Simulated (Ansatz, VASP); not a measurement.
# Cs15K8Li18F41 in two plane-wave programs

Aim: how closely do two programs agree when they are given the same cell, functional and k mesh? Of the first pair: The structure shown is the start of the Ansatz relaxation below; VASP solves that cell, so the two are compared at the walk's first step.

Calculated with Ansatz 0.2.0; plane waves, with VASP 6.6.1 beside it; single point at RPBE.

**1. Starting point**

The cell holds 82 atoms: 15 Cs, 8 K, 18 Li and 41 F. Its edges and angles: a = 13.341 Å, b = 13.341 Å, c = 13.341 Å, α = 90.0°, β = 90.0°, γ = 90.0°.

**2. Ansatz: relaxation, RPBE**

Ansatz runs on its default PAW (the set named soft_2) files.

The two programs are compared at the cell with which this relaxation starts, whose forces are those of its first step.

The input, input.yaml:

```yaml
crystal:
  lattice:
    - [13.341, 0.0, 0.0]
    - [0.0, 13.341, 0.0]
    - [0.0, 0.0, 13.341]
  atoms:
    - { symbol: Cs, position: [0.31536, 0.43498, 0.14962] }
    - { symbol: Cs, position: [0.89775, 0.0609, 0.67774] }
    - { symbol: Cs, position: [0.79568, 0.3454, 0.97743] }
    - { symbol: Cs, position: [0.80702, 0.203, 0.38279] }
    - { symbol: Cs, position: [0.18638, 0.11282, 0.33453] }
    - { symbol: Cs, position: [0.79787, 0.52805, 0.62874] }
    - { symbol: Cs, position: [0.60803, 0.69937, 0.46782] }
    - { symbol: Cs, position: [0.27609, 0.1268, 0.71724] }
    - { symbol: Cs, position: [0.35035, 0.68372, 0.67348] }
    - { symbol: Cs, position: [0.98319, 0.70929, 0.63748] }
    - { symbol: Cs, position: [0.0777, 0.89628, 0.05316] }
    - { symbol: Cs, position: [0.36302, 0.15045, 0.01429] }
    - { symbol: Cs, position: [0.32975, 0.43412, 0.81976] }
    - { symbol: Cs, position: [0.4148, 0.32809, 0.4193] }
    - { symbol: Cs, position: [0.21356, 0.73234, 0.36599] }
    - { symbol: K, position: [0.63183, 0.64158, 0.85164] }
    - { symbol: K, position: [0.81626, 0.84615, 0.25836] }
    - { symbol: K, position: [0.0847, 0.60943, 0.14025] }
    - { symbol: K, position: [0.58809, 0.9095, 0.27519] }
    - { symbol: K, position: [0.07047, 0.46877, 0.73807] }
    - { symbol: K, position: [0.83746, 0.832, 0.89201] }
    - { symbol: K, position: [0.43043, 0.74666, 0.14126] }
    - { symbol: K, position: [0.55084, 0.13686, 0.74586] }
    - { symbol: Li, position: [0.84337, 0.08521, 0.10391] }
    - { symbol: Li, position: [0.59011, 0.01093, 0.99972] }
    - { symbol: Li, position: [0.0377, 0.07846, 0.91272] }
    - { symbol: Li, position: [0.59442, 0.05031, 0.47181] }
    - { symbol: Li, position: [0.80193, 0.83105, 0.52547] }
    - { symbol: Li, position: [0.59798, 0.8705, 0.67726] }
    - { symbol: Li, position: [0.13688, 0.47088, 0.5136] }
    - { symbol: Li, position: [0.54858, 0.34178, 0.89666] }
    - { symbol: Li, position: [0.11498, 0.39784, 0.28692] }
    - { symbol: Li, position: [0.69704, 0.61795, 0.14163] }
    - { symbol: Li, position: [0.08365, 0.27676, 0.02417] }
    - { symbol: Li, position: [0.91216, 0.55231, 0.41123] }
    - { symbol: Li, position: [0.38744, 0.97294, 0.46063] }
    - { symbol: Li, position: [0.88296, 0.59917, 0.01839] }
    - { symbol: Li, position: [0.06661, 0.25006, 0.74184] }
    - { symbol: Li, position: [0.99868, 0.947, 0.38815] }
    - { symbol: Li, position: [0.45554, 0.84429, 0.87892] }
    - { symbol: Li, position: [0.01698, 0.27824, 0.53168] }
    - { symbol: F, position: [0.60531, 0.23426, 0.47699] }
    - { symbol: F, position: [0.45676, 0.56204, 0.49159] }
    - { symbol: F, position: [0.40837, 0.70752, 0.91206] }
    - { symbol: F, position: [0.58329, 0.90238, 0.83895] }
    - { symbol: F, position: [0.08947, 0.34478, 0.89042] }
    - { symbol: F, position: [0.80833, 0.65959, 0.4462] }
    - { symbol: F, position: [0.14941, 0.13645, 0.99666] }
    - { symbol: F, position: [0.98077, 0.49201, 0.52554] }
    - { symbol: F, position: [0.59354, 0.7215, 0.66354] }
    - { symbol: F, position: [0.45468, 0.33395, 0.03976] }
    - { symbol: F, position: [0.54773, 0.99227, 0.60969] }
    - { symbol: F, position: [0.40729, 0.82276, 0.42163] }
    - { symbol: F, position: [0.93106, 0.88982, 0.49595] }
    - { symbol: F, position: [0.02767, 0.86137, 0.84097] }
    - { symbol: F, position: [0.08799, 0.1031, 0.7666] }
    - { symbol: F, position: [0.93059, 0.02334, 0.20466] }
    - { symbol: F, position: [0.12676, 0.51855, 0.38098] }
    - { symbol: F, position: [0.75747, 0.6812, 0.99798] }
    - { symbol: F, position: [0.91027, 0.28067, 0.6686] }
    - { symbol: F, position: [0.68475, 0.02027, 0.12315] }
    - { symbol: F, position: [0.2742, 0.63044, 0.15699] }
    - { symbol: F, position: [0.46241, 0.05193, 0.38044] }
    - { symbol: F, position: [0.18837, 0.56696, 0.62883] }
    - { symbol: F, position: [0.82423, 0.49507, 0.12084] }
    - { symbol: F, position: [0.43283, 0.26732, 0.83522] }
    - { symbol: F, position: [0.55158, 0.47177, 0.8336] }
    - { symbol: F, position: [0.79662, 0.78084, 0.68656] }
    - { symbol: F, position: [0.60232, 0.15608, 0.95019] }
    - { symbol: F, position: [0.12517, 0.34072, 0.59903] }
    - { symbol: F, position: [0.26265, 0.0621, 0.51797] }
    - { symbol: F, position: [0.92365, 0.70676, 0.12245] }
    - { symbol: F, position: [0.89785, 0.55985, 0.87032] }
    - { symbol: F, position: [0.01238, 0.09622, 0.49486] }
    - { symbol: F, position: [0.23616, 0.30857, 0.301] }
    - { symbol: F, position: [0.48906, 0.89653, 0.02081] }
    - { symbol: F, position: [0.07229, 0.39697, 0.13296] }
    - { symbol: F, position: [0.70557, 0.92998, 0.44091] }
    - { symbol: F, position: [0.02268, 0.28392, 0.3414] }
    - { symbol: F, position: [0.91029, 0.08771, 0.96283] }
    - { symbol: F, position: [0.08242, 0.82504, 0.27406] }
    - { symbol: F, position: [0.63074, 0.72061, 0.22812] }
kpoints:
  mp_grid: { grid: [1, 1, 1] }
hamiltonian:
  xc: rpbe
scf:
  occupations: { method: gaussian, width: 0.025 }
output:
  forces: true
relax:
  f_tol: 0.05
  max_steps: 200
  cell: {}
```

Started as:

```
> ansatz run input.yaml --threads 4 --pin off --max-ram 8192MiB --backend cpu --events-out ev --progress --plain --runs-dir out
```

Numbers of over 12 decimals in the logs are rounded to 6 here.

What it wrote:

```text
Engine: ansatz 0.2.0, aarch64-unknown-linux-gnu
Pseudopotentials: kind: paw
Pseudopotential: Cs, paw, valence charge 9, recommended cutoff 420 eV (normal), Cs.paw.azcp
Pseudopotential: K, paw, valence charge 9, recommended cutoff 420 eV (normal), K.paw.azcp
Pseudopotential: Li, paw, valence charge 3, recommended cutoff 420 eV (normal), Li.paw.azcp
Pseudopotential: F, paw, valence charge 7, recommended cutoff 420 eV (normal), F.paw.azcp
Functional definition: RPBE
  parameter kappa = 0.804
  parameter beta = 0.066725
  exchange = rpbe_x(kappa = kappa, mu = beta*pi^2/3)
  correlation = pbe_c(beta = beta)
Crystal: 82 atoms, lattice volume = 2374.462 Å³
Basis set: ecut = 420 eV, 46297 PW (Γ), exchange–correlation on 180×180×180 points (8 copies of the dense FFT grid, shifted against one another)
Bands: 356, of which v1, the nominal top of the filled ones, is band 274 counted from 1 (273 counted from 0)
Symmetry: 1 space group operations
Space group: P1 (ITA 1), of the structure as read, at distance tolerance 1.3e-4 Å
k-points: 1
Non-local potential: Cs, projectors of the file, l = 0: 3, l = 1: 2, l = 2: 2, l = 3: 2
Non-local potential: K, projectors of the file, l = 0: 3, l = 1: 2, l = 2: 2
Non-local potential: Li, projectors of the file, l = 0: 3, l = 1: 2, l = 2: 1
Non-local potential: F, projectors of the file, l = 0: 2, l = 1: 2, l = 2: 1
PAW form: soft (Blöchl's): semilocal exchange-correlation on the pseudo side does not see the compensation charge
PAW frozen core: Cs, regenerated for the run's functional, and the local potential with it (the file was generated under x = pbe(κ = 0.804, μ = 0.219515), c = pbe(β = 0.066725))
PAW frozen core: K, regenerated for the run's functional, and the local potential with it (the file was generated under x = pbe(κ = 0.804, μ = 0.219515), c = pbe(β = 0.066725))
PAW frozen core: F, regenerated for the run's functional, and the local potential with it (the file was generated under x = pbe(κ = 0.804, μ = 0.219515), c = pbe(β = 0.066725))
PAW one-centre angular grid: Cs, 194 points (default); XC on 64 Gauss nodes
PAW one-centre angular grid: K, 110 points (default); XC on 64 Gauss nodes
PAW one-centre angular grid: Li, 110 points (default); XC on 64 Gauss nodes
PAW one-centre angular grid: F, 110 points (default); XC on 64 Gauss nodes
Initial density: superposition of atomic densities (neutral atoms: chi_scale 0, normalization atom), corrected by the library's trained network
Initial wavefunctions: pseudopotential atomic-orbital guess
Functional: x = rpbe, c = pbe(β = 0.066725)
SCF iter   1: F=—  HF=-134561.197003 eV  |F-HF|=—  |Δ(HF+E_count)|=         —  Δρ=3.55e-3  dr2=3.64e-1  ethr=1.77e-3  ⟨swp⟩=6.0  Hψ=1546  notcnv=0  defer=72
preconditioner: auto → Resta (q_TF=auto, 2.137 Å⁻¹)  ε∞=3.1  [insulator: Δε(μ)=3.041 eV  Ē_g=10.386 eV  σ=0.025 eV  W_gap=1.00  n_scr=388 (ndim 8)  ℏωp=14.9 eV  f_vac=0.311  D(μ)=0.00/eV (n_scr^D=0)  ε∞_Penn≈3.1]
SCF iter   2: F=—  HF=-134561.118443 eV  |F-HF|=—  |Δ(HF+E_count)|=   7.86e-2  Δρ=2.01e-3  dr2=6.61e-2  ethr=6.64e-5  ⟨swp⟩=2.0  Hψ=665  notcnv=0  defer=74
SCF iter   3: F=—  HF=-134561.106673 eV  |F-HF|=—  |Δ(HF+E_count)|=   1.18e-2  Δρ=7.10e-4  dr2=2.73e-2  ethr=1.21e-5  ⟨swp⟩=2.0  Hψ=529  notcnv=0  defer=74
SCF iter   4: F=—  HF=-134561.097581 eV  |F-HF|=—  |Δ(HF+E_count)|=   9.09e-3  Δρ=2.46e-4  dr2=2.22e-3  ethr=4.98e-6  ⟨swp⟩=3.0  Hψ=486  notcnv=0  defer=74
SCF iter   5: F=—  HF=-134561.096883 eV  |F-HF|=—  |Δ(HF+E_count)|=   6.98e-4  Δρ=2.63e-4  dr2=1.23e-3  ethr=4.04e-7  ⟨swp⟩=2.0  Hψ=536  notcnv=0  defer=74
SCF iter   6: F=—  HF=-134561.096473 eV  |F-HF|=—  |Δ(HF+E_count)|=   4.10e-4  Δρ=4.26e-5  dr2=5.55e-5  ethr=2.25e-7  ⟨swp⟩=2.0  Hψ=663  notcnv=0  defer=74
SCF iter   7: F=—  HF=-134561.097464 eV  |F-HF|=—  |Δ(HF+E_count)|=   9.91e-4  Δρ=2.97e-5  dr2=1.54e-5  ethr=1.01e-8  ⟨swp⟩=2.0  Hψ=556  notcnv=0  defer=74
SCF iter   8: F=—  HF=-134561.097461 eV  |F-HF|=—  |Δ(HF+E_count)|=   3.22e-6  Δρ=1.04e-5  dr2=2.36e-6  ethr=2.82e-9  ⟨swp⟩=2.0  Hψ=529  notcnv=0  defer=74
SCF iter   9: F=—  HF=-134561.097460 eV  |F-HF|=—  |Δ(HF+E_count)|=   5.02e-7  Δρ=2.55e-6  dr2=2.24e-7  ethr=4.31e-10  ⟨swp⟩=2.0  Hψ=478  notcnv=0  defer=74
SCF iter  10: F=—  HF=-134561.097460 eV  |F-HF|=—  |Δ(HF+E_count)|=   1.05e-7  Δρ=2.68e-6  dr2=1.17e-7  ethr=1.82e-11  ⟨swp⟩=4.0  Hψ=1147  notcnv=0
SCF iter  11: F=-134561.097460 eV  HF=-134561.097460 eV  |F-HF|=3.84e-9  |Δ(HF+E_count)|=   3.86e-8  Δρ=4.73e-7  dr2=6.33e-9  ethr=1.82e-11  ⟨swp⟩=4.0  Hψ=891  notcnv=0
SCF 1 converged in 11 iterations: F = -134561.097460 eV  dr2 = 6.33e-9
  greatest PAW one-centre occupation: 1.000 electrons in one spin orbital (limit 2), on the Li atom at site 38 (counted from 0), in its partial waves of l = 0
[...]
atom  57  F     -0.00086557    -0.01034037    -0.00330443
  atom  58  F      0.00719722     0.00489569    -0.00981915
  atom  59  F     -0.01501696    -0.00516316    -0.00812251
  atom  60  F     -0.00648050     0.01004145    -0.00021310
  atom  61  F     -0.00220245    -0.00043673     0.00030696
  atom  62  F      0.00456966     0.01050644    -0.00018804
  atom  63  F      0.00353340    -0.00811910    -0.00508950
  atom  64  F      0.00218195     0.00106965     0.00254245
  atom  65  F     -0.00530690     0.01192942    -0.00172370
  atom  66  F      0.00986538     0.00239769    -0.00746723
  atom  67  F     -0.00419982     0.01268576    -0.01222514
  atom  68  F     -0.01074397    -0.01592864     0.00826003
  atom  69  F      0.00206006    -0.00664040    -0.00741023
  atom  70  F      0.00322214     0.00726094    -0.00781429
  atom  71  F     -0.00518162    -0.00472071    -0.00098111
  atom  72  F      0.00173263     0.00170342     0.00292227
  atom  73  F     -0.00627342     0.00118966    -0.00922748
  atom  74  F     -0.00235784    -0.00131511    -0.00204364
  atom  75  F     -0.00265049    -0.00165613    -0.00245406
  atom  76  F     -0.00757066    -0.00624081     0.00553137
  atom  77  F      0.02093752     0.00877432     0.00631773
  atom  78  F     -0.00685034    -0.01561905    -0.00085769
  atom  79  F     -0.00077678     0.00562969    -0.00943280
  atom  80  F      0.00246376     0.00122089     0.00074142
  atom  81  F      0.00105147     0.00210407    -0.00591745
  atom  82  F     -0.00088419    -0.00184576     0.00375125
  max |Σ_I F_I| component: 1.54e-4 eV/Å
--- Stress (GPa, compression-positive) ---
       -0.027365      -0.001620       0.005873
       -0.001616       0.003271      -0.027566
        0.005875      -0.027564       0.017432
  P = ⅓ Tr σ = -0.0022 GPa (-0.022 kbar)
--- Relaxed structure (48 steps of the walk, 48 accepted, 3 SCFs on fresh bases) ---
  F+E_penalty+E_count = -134578.42903604 eV   max|allowed force component| = 2.378e-2 eV/Å   (the final SCF, on the basis selected at the relaxed cell)
  cell:  # Å, volume = 1974.6118 Å³
    - [13.373344, 0.072095, 0.220901]
    - [0.072095, 12.207425, -0.754594]
    - [0.220901, -0.754594, 12.146155]
  atoms:
    - { symbol: Cs, position: [0.373675, 0.466567, 0.263916] }
    - { symbol: Cs, position: [0.857272, 0.114471, 0.704322] }
    - { symbol: Cs, position: [0.727078, 0.311909, 0.978744] }
    - { symbol: Cs, position: [0.939213, 0.189640, 0.283066] }
    - { symbol: Cs, position: [0.277553, 0.060154, 0.252497] }
    - { symbol: Cs, position: [0.767336, 0.490493, 0.643849] }
    - { symbol: Cs, position: [0.620708, 0.642343, 0.404483] }
    - { symbol: Cs, position: [0.232550, 0.168378, 0.583414] }
    - { symbol: Cs, position: [0.381968, 0.612381, 0.605376] }
    - { symbol: Cs, position: [1.000242, 0.802230, 0.683300] }
    - { symbol: Cs, position: [0.075877, 0.877555, 0.062016] }
    - { symbol: Cs, position: [0.299510, 0.215405, -0.088168] }
    - { symbol: Cs, position: [0.257772, 0.581141, 0.940513] }
    - { symbol: Cs, position: [0.530829, 0.230900, 0.475867] }
    - { symbol: Cs, position: [0.182216, 0.756324, 0.377907] }
    - { symbol: K, position: [0.563332, 0.566581, 0.869366] }
    - { symbol: K, position: [0.899100, 0.819375, 0.293018] }
    - { symbol: K, position: [-0.017777, 0.514180, 0.157318] }
    - { symbol: K, position: [0.669833, 0.941898, 0.183928] }
    - { symbol: K, position: [-0.00814344, 0.533385, 0.827845] }
    - { symbol: K, position: [0.758162, 0.840618, 0.879648] }
    - { symbol: K, position: [0.435600, 0.769425, 0.165471] }
    - { symbol: K, position: [0.548319, 0.050659, 0.702135] }
    - { symbol: Li, position: [0.857900, 0.052951, 0.025726] }
    - { symbol: Li, position: [0.579360, 0.052789, 0.966973] }
    - { symbol: Li, position: [0.028533, 0.103504, 0.921939] }
    - { symbol: Li, position: [0.611126, -0.061496, 0.450102] }
    - { symbol: Li, position: [0.776916, 0.914061, 0.526095] }
    - { symbol: Li, position: [0.610893, 0.804350, 0.673028] }
    - { symbol: Li, position: [0.125793, 0.520306, 0.614819] }
    - { symbol: Li, position: [0.505266, 0.302702, 0.811018] }
    - { symbol: Li, position: [0.138332, 0.371426, 0.363111] }
    - { symbol: Li, position: [0.679207, 0.616796, 0.121399] }
    - { symbol: Li, position: [0.067695, 0.270179, 0.057042] }
    - { symbol: Li, position: [1.012169, 0.536007, 0.452904] }
    - { symbol: Li, position: [0.425799, 0.875825, 0.443450] }
    - { symbol: Li, position: [0.831826, 0.644952, 0.00835408] }
    - { symbol: Li, position: [0.056062, 0.301042, 0.792449] }
    - { symbol: Li, position: [1.009925, 1.019766, 0.455085] }
    - { symbol: Li, position: [0.487066, 0.854903, 0.927815] }
    - { symbol: Li, position: [0.00826578, 0.317917, 0.580033] }
    - { symbol: F, position: [0.685676, 0.052040, 0.533655] }
    - { symbol: F, position: [0.511220, 0.444329, 0.430117] }
    - { symbol: F, position: [0.432237, 0.724882, 0.937054] }
    - { symbol: F, position: [0.571804, 0.891590, 0.819868] }
    - { symbol: F, position: [0.082748, 0.369746, 0.942110] }
    - { symbol: F, position: [0.973805, 0.630849, 0.351753] }
    - { symbol: F, position: [0.131688, 0.122815, 1.031045] }
    - { symbol: F, position: [0.986057, 0.574310, 0.607370] }
    - { symbol: F, position: [0.590238, 0.652910, 0.669858] }
    - { symbol: F, position: [0.422212, 0.412948, -0.104316] }
    - { symbol: F, position: [0.531683, 0.867664, 0.556144] }
    - { symbol: F, position: [0.404657, 0.722868, 0.384822] }
    - { symbol: F, position: [0.918649, 0.929724, 0.510028] }
    - { symbol: F, position: [-0.061063, 0.977597, 0.898711] }
    - { symbol: F, position: [0.081648, 0.150467, 0.791584] }
    - { symbol: F, position: [0.865188, -0.014242, 0.156379] }
    - { symbol: F, position: [0.163916, 0.519142, 0.454807] }
    - { symbol: F, position: [0.724949, 0.745019, 1.076440] }
    - { symbol: F, position: [0.927028, 0.334784, 0.724293] }
    - { symbol: F, position: [0.716284, 0.056066, -0.00455698] }
    - { symbol: F, position: [0.241185, 0.742243, 0.147082] }
    - { symbol: F, position: [0.515295, -0.042137, 0.345755] }
    - { symbol: F, position: [0.174656, 0.630484, 0.723892] }
    - { symbol: F, position: [0.789199, 0.526514, 0.095831] }
[...]
- { symbol: F, position: [0.254693, 0.279898, 0.363551] }
    - { symbol: F, position: [0.500934, 0.960973, 0.048207] }
    - { symbol: F, position: [0.090560, 0.345899, 0.201690] }
    - { symbol: F, position: [0.723043, 0.854435, 0.387158] }
    - { symbol: F, position: [0.000280601, 0.378342, 0.441705] }
    - { symbol: F, position: [0.929647, 0.194931, 1.025459] }
    - { symbol: F, position: [0.067696, 0.968543, 0.321364] }
    - { symbol: F, position: [0.553957, 0.588954, 0.159326] }
```

(Part 1 of 3 ends here.)

[Lines on the potential files, build, host, timing and source positions are cut from VASP's logs without a mark.]

[Logs are printed without paths, hosts, clocks, repeated set-up lines and the standing remarks that a program may print on its own settings, such as how far it seeks lower states.]

[Hosts, paths, dates, database ids (printed as entryN), source tags and the programs' standing remarks are cut or masked in the printed files.]
